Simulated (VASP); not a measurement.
Input for VASP

**POSCAR**
```
F
4.2535090
  0.5000000289   0.0000000000   0.0000000000
  0.0000000000   0.5000000289   0.0000000000
  0.0000000000   0.0000000000   0.5000000289
F
1
Cartesian
  0.0000000000   0.0000000000   0.0000000000
```

### KPOINTS
```
Automatic mesh
0
Gamma
19 19 19
0 0 0
```

**INCAR**
```
SYSTEM = F
PREC = Accurate; ENCUT = 520; LREAL = .False.
LASPH = .True.
EDIFF = 1E-7; NELM = 100; ALGO = Normal
ISMEAR = -5
GGA = PS
ISIF = 2
LWAVE = .False.; LCHARG = .True.; LORBIT = 11
NEDOS = 601
```

POTCAR, in this order: F (PBE.64 set). Program: vasp_std.

Translate this PBEsol calculation to Quantum ESPRESSO's pw.x.

One equivalent input (not run):
```
&CONTROL
  calculation = 'scf'
  pseudo_dir = './pseudo'
  outdir = './out'
  tprnfor = .true.
  tstress = .true.
/
&SYSTEM
  ibrav = 0
  nat = 1
  ntyp = 1
  ecutwfc = 84
  occupations = 'tetrahedra'
  input_dft = 'pbesol'
/
&ELECTRONS
  conv_thr = 7.3e-09
  electron_maxstep = 100
/
ATOMIC_SPECIES
  F 18.998 F.upf
CELL_PARAMETERS angstrom
     2.1267546    0.0000000   -0.0000000
     0.0000000    2.1267546    0.0000000
     0.0000000    0.0000000    2.1267546
ATOMIC_POSITIONS crystal
  F    0.0000000  0.0000000  0.0000000
K_POINTS automatic
  19 19 19 0 0 0
```
Limits of the translation: the potentials are each code's own (VASP's PAW set, PseudoDojo norm-conserving files in pw.x), so ENCUT and ecutwfc are chosen apart and not converted; conv_thr bounds pw.x's estimated SCF error, while EDIFF bounds the energy change between steps.

The structure was generated: F was put into the simple-cubic type (Pm-3m), which need not be its known phase. It was relaxed first, which changed the volume by -15 %.
